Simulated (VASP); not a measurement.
Data:

```
LiH
1.0
    0.00000     2.00729     2.00729
    2.00729     0.00000     2.00729
    2.00729     2.00729     0.00000
Li H
1 1
Direct
  0.00000   0.00000   0.00000
  0.50000   0.50000   0.50000
```

These are optB86b-vdW, VASP's PBE PAW potentials (set 64) (plane waves; VASP) values and carry that method's errors. Settings: 520 eV cut-off, 11×11×11 Γ-centred mesh, Gaussian smearing of 0.050 eV, potentials Li_sv H.

Question: Estimate the energy per atom (σ→0).

Answer: 
| Quantity | Result |
|---|---|
| energy per atom (σ→0) | -2.641 eV/atom |

The compound is LiH in the rock salt structure. It was relaxed first.
